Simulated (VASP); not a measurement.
Output of a VASP run:

**OSZICAR**
```
       N       E                     dE             d eps       ncg     rms          rms(c)
DAV:   1     0.799900093000E+02    0.79990E+02   -0.79966E+03  4884   0.210E+03
DAV:   2     0.624853069537E+00   -0.79365E+02   -0.78297E+02  4960   0.325E+02
DAV:   3    -0.250890271506E+01   -0.31338E+01   -0.31145E+01  5728   0.706E+01
DAV:   4    -0.257836550913E+01   -0.69463E-01   -0.69443E-01  6092   0.107E+01
DAV:   5    -0.258139843727E+01   -0.30329E-02   -0.30328E-02  6028   0.188E+00    0.230E+00
DAV:   6    -0.255838739783E+01    0.23011E-01   -0.44947E-02  5648   0.469E+00    0.114E+00
DAV:   7    -0.255389430241E+01    0.44931E-02   -0.14277E-02  5738   0.247E+00    0.257E-01
DAV:   8    -0.255361973394E+01    0.27457E-03   -0.83322E-04  6066   0.575E-01    0.329E-02
DAV:   9    -0.255362503658E+01   -0.53026E-05   -0.14016E-05  6526   0.571E-02    0.136E-02
DAV:  10    -0.255362591310E+01   -0.87652E-06   -0.12274E-06  3886   0.153E-02
   1 F= -.25536259E+01 E0= -.25536310E+01  d E =0.152391E-04
```

File OUTCAR:
```
------------------------ aborting loop because EDIFF is reached ----------------------------------------
  FORCE on cell =-STRESS in cart. coord.  units (eV):
  Direction    XX          YY          ZZ          XY          YZ          ZX
  --------------------------------------------------------------------------------------
  Total        0.2930505      0.2930505      0.3708087      0.0000000     -0.0000000      0.0000000
  in kB       17.9602003     17.9602003     22.7257691      0.0000000     -0.0000000      0.0000000
  external PRESSURE =      19.5487232 kB  Pullay stress =       0.0000000 kB
  volume of cell :       26.14
      direct lattice vectors                 reciprocal lattice vectors
    -1.625000000  1.625000000  2.475000000     0.000000000  0.307692308  0.202020202
     1.625000000 -1.625000000  2.475000000     0.307692308  0.000000000  0.202020202
     1.625000000  1.625000000 -2.475000000     0.307692308  0.307692308  0.000000000
 POSITION                                       TOTAL-FORCE (eV/Angst)
 -----------------------------------------------------------------------------------
      0.00000      0.00000      0.00000         0.000000      0.000000     -0.000000
 -----------------------------------------------------------------------------------
    total drift:                               -0.000000     -0.000000      0.000000
  FREE ENERGIE OF THE ION-ELECTRON SYSTEM (eV)
  ---------------------------------------------------
  free  energy   TOTEN  =        -2.5536259131 eV

  energy  without entropy=       -2.5536411522  energy(sigma->0) =       -2.55363099
```
(Selected blocks of OUTCAR.)

POSCAR:
```
In
1
   -1.6250000000     1.6250000000     2.4750000000
    1.6250000000    -1.6250000000     2.4750000000
    1.6250000000     1.6250000000    -2.4750000000
In
1
Direct
  0.0000000000   0.0000000000   0.0000000000
```

Q: Write an INCAR and KPOINTS that could have produced this output.

A: This is not unique; one that fits is the input of the run itself, PBE GGA, plane waves, VASP's PBE PAW potentials (set 64).

**KPOINTS**
```
Automatic
0
gamma
  14 14 14
0 0 0
```

INCAR:
```
! general
SYSTEM =In
PREC   =Accurate
ENCUT  =750   ! plane-wave cut-off (eV)
LREAL  =F   ! projection in real space or not
LASPH  =T   ! aspherical one-centre terms

! electronic loop
EDIFF  =1E-6   ! SCF stop (eV)
NELM   =100   ! most electronic steps
ALGO   =Normal
LMAXMIX=4   ! l cut-off of mixed one-centre charges

! smearing
ISMEAR =1   ! Methfessel-Paxton
SIGMA  =0.1

! functional
GGA    =PE   ! PBE

! ions
ISIF   =2   ! forces and stress, cell fixed

! output
LWAVE  =F
LCHARG =F
```

POTCAR, in this order: In_d (PBE.64 set). Program: vasp_std.

The compound is In in the bct structure. The cell was not relaxed at this level. The run is one of a series of settings (ENCUT = 750 against the base run), some of them coarse on purpose.
